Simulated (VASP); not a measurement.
Calculation: revPBE GGA, VASP's PBE PAW potentials (set 64) (plane waves; VASP).

VASP input:

INCAR:
```
SYSTEM = PdIn
PREC = Accurate
ENCUT = 400
EDIFF = 1E-6
NELM = 100
ALGO = Normal
LREAL = .FALSE.
LASPH = .TRUE.
ISMEAR = 1
SIGMA = 0.1
GGA = RE
LMAXMIX = 4
LWAVE = .FALSE.
LCHARG = .FALSE.
ISIF = 2
```

KPOINTS:
```
K-points
0
Gamma
10 10 10
```

POSCAR:
```
PdIn
1
    3.2110240000     0.0000000000     0.0000000000
    0.0000000000     3.3210570000     0.0000000000
    0.0000000000     0.0000000000     3.2532660000
In Pd
1 1
Direct
  0.5000000000   0.5000000000   0.5000000000
  0.0213450000   0.0000000000   0.0000000000
```

POTCAR, in this order: In_d Pd (PBE.64 set). Program: vasp_std.

What VASP printed:

File OSZICAR:
```
       N       E                     dE             d eps       ncg     rms          rms(c)
DAV:   1     0.145841204377E+03    0.14584E+03   -0.97702E+03  6655   0.167E+03
DAV:   2    -0.135503242943E+01   -0.14720E+03   -0.14342E+03  6753   0.370E+02
DAV:   3    -0.795136620515E+01   -0.65963E+01   -0.65622E+01  8440   0.868E+01
DAV:   4    -0.805939081881E+01   -0.10802E+00   -0.10801E+00  7793   0.105E+01
DAV:   5    -0.806497221537E+01   -0.55814E-02   -0.55814E-02  9703   0.211E+00    0.649E+00
DAV:   6    -0.792119652382E+01    0.14378E+00   -0.30760E-01  8181   0.917E+00    0.322E+00
DAV:   7    -0.788922617250E+01    0.31970E-01   -0.67267E-02  8358   0.520E+00    0.122E+00
DAV:   8    -0.788487514292E+01    0.43510E-02   -0.15728E-02  7166   0.128E+00    0.348E-01
DAV:   9    -0.788436918438E+01    0.50596E-03   -0.18144E-03  8370   0.730E-01    0.565E-02
DAV:  10    -0.788438213031E+01   -0.12946E-04   -0.40004E-05  8526   0.950E-02    0.266E-02
DAV:  11    -0.788438543652E+01   -0.33062E-05   -0.74388E-06  7544   0.277E-02    0.429E-03
DAV:  12    -0.788438583732E+01   -0.40080E-06   -0.35441E-07  4234   0.678E-03
   1 F= -.78843858E+01 E0= -.78843404E+01  d E =-.136176E-03
```

**OUTCAR**
```
------------------------ aborting loop because EDIFF is reached ----------------------------------------
  FORCE on cell =-STRESS in cart. coord.  units (eV):
  Direction    XX          YY          ZZ          XY          YZ          ZX
  --------------------------------------------------------------------------------------
  Total        1.6650988      1.6881853      1.6979560      0.0000000      0.0000000      0.0000000
  in kB       76.8973075     77.9634849     78.4147124      0.0000000      0.0000000      0.0000000
  external PRESSURE =      77.7585016 kB  Pullay stress =       0.0000000 kB
  volume of cell :       34.69
      direct lattice vectors                 reciprocal lattice vectors
     3.211024000  0.000000000  0.000000000     0.311427134  0.000000000  0.000000000
     0.000000000  3.321057000  0.000000000     0.000000000  0.301108954  0.000000000
     0.000000000  0.000000000  3.253266000     0.000000000  0.000000000  0.307383411
 POSITION                                       TOTAL-FORCE (eV/Angst)
 -----------------------------------------------------------------------------------
      1.60551      1.66053      1.62663         0.302480      0.000000      0.000000
      0.06854      0.00000      0.00000        -0.302480      0.000000      0.000000
 -----------------------------------------------------------------------------------
    total drift:                               -0.000012      0.000000      0.000000
  FREE ENERGIE OF THE ION-ELECTRON SYSTEM (eV)
  ---------------------------------------------------
  free  energy   TOTEN  =        -7.8843858373 eV

  energy  without entropy=       -7.8842496609  energy(sigma->0) =       -7.88434045
```
(Selected blocks of OUTCAR.)

The compound is PdIn in the CsCl type structure. The cell was not relaxed at this level, atoms are displaced from their ideal sites. The run is one of a series of settings (GGA = RE against the base run), some of them coarse on purpose. The electron count is odd and the run is not spin-polarised, which forces a metal.
